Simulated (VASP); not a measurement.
Given:

```
ZnF2
1.0
    4.47253     0.00000     0.00000
    0.00000     4.47253     0.00000
    0.00000     0.00000     3.06520
Zn F
2 4
Direct
  0.00000   0.00000   0.00000
  0.50000   0.50000   0.50000
  0.30257   0.30257   0.00000
  0.80257   0.19743   0.50000
  0.19743   0.80257   0.50000
  0.69743   0.69743   0.00000
```

The numbers are results of PBEsol GGA, VASP's PBE PAW potentials (set 64) (plane waves; VASP), not measurements. Settings: 620 eV cut-off, 5×5×7 Γ-centred mesh, Gaussian smearing of 0.050 eV, potentials Zn F.

Task: Predict the energy per atom (σ→0), pressure, band gap (on the k-mesh) with the smallest direct gap where there is one.

Result: 
```yaml
band gap (on the k-mesh): 3.49 eV
smallest direct gap (on the k-mesh): 3.49 eV
energy per atom (σ→0): -4037 meV/atom
pressure: 20.12 GPa
```

The compound is ZnF2 in the rutile structure. It was relaxed first under an external pressure of 20 GPa.
